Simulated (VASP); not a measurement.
**BeGa3Os: single point with PBE**

The system is BeGa3Os.

```
Os Be Ga
1.0
     5.96777    0.00000    0.00000
     0.00000    5.96777    0.00000
     0.00000    0.00000    5.96777
Os Be Ga
3 3 9
Direct
  0.00000 0.50000 0.50000
  0.50000 0.00000 0.50000
  0.50000 0.50000 0.00000
  0.50000 0.00000 0.00000
  0.00000 0.50000 0.00000
  0.00000 0.00000 0.50000
  0.00000 0.00000 0.00000
  0.29015 0.29015 0.29015
  0.70985 0.29015 0.29015
  0.70985 0.70985 0.29015
  0.29015 0.70985 0.29015
  0.29015 0.70985 0.70985
  0.70985 0.70985 0.70985
  0.70985 0.29015 0.70985
  0.29015 0.29015 0.70985
```

The cell was built by a generator and needn't be a form met in nature.

```
Program             : VASP 6.6.1
Task                : single point
Functional          : PBE
Potentials or basis : VASP PAW PBE potentials, release 64 (Os, Be, Ga_d)
Cutoff              : 520 eV
k mesh              : 5 × 5 × 5
Occupations         : tetrahedron
Spin                : no spin polarisation
```

```json
{"Pressure": "17.1 GPa", "Largest force": "2.460 eV/Å", "Band gap on the k mesh": "none (metal or under the smearing width)"}
```

Forces in eV/Å, atoms in the order of the input:
```
Os   0.000  0.000  0.000
Os   0.000  0.000  0.000
Os   0.000  0.000  0.000
Be   0.000  0.000  0.000
Be   0.000  0.000  0.000
Be   0.000  0.000  0.000
Ga   0.000  0.000  0.000
Ga  -1.420 -1.420 -1.420
Ga   1.420 -1.420 -1.420
Ga   1.420  1.420 -1.420
Ga  -1.420  1.420 -1.420
Ga  -1.420  1.420  1.420
Ga   1.420  1.420  1.420
Ga   1.420 -1.420  1.420
Ga  -1.420 -1.420  1.420
```

Levels at points of the mesh, in eV from the Fermi level:
| k point | band 70 | band 71 | band 72 | band 73 | band 74 | band 75 | band 76 | band 77 |
| --- | --- | --- | --- | --- | --- | --- | --- | --- |
| (0.00, 0.00, 0.00) | -2.39 | -1.86 | -1.86 | -1.57 | -0.33 | 1.20 | 1.20 | 1.20 |

It took 3.5 min on 1 thread of Intel(R) Xeon(R) 6975P-C (Granite Rapids), with other jobs on the host, peak memory 0.4 GiB.

Caveat: so large a pressure means that the cell lies far from this level's equilibrium, or that cutoff or potentials fall short; forces of over 1 eV/Å show positions far from the minimum, so gaps and moduli don't describe the material at rest; tetrahedron occupations give inexact forces and stress in metals. The run has no spin-orbit coupling, so splittings on Os are missing.
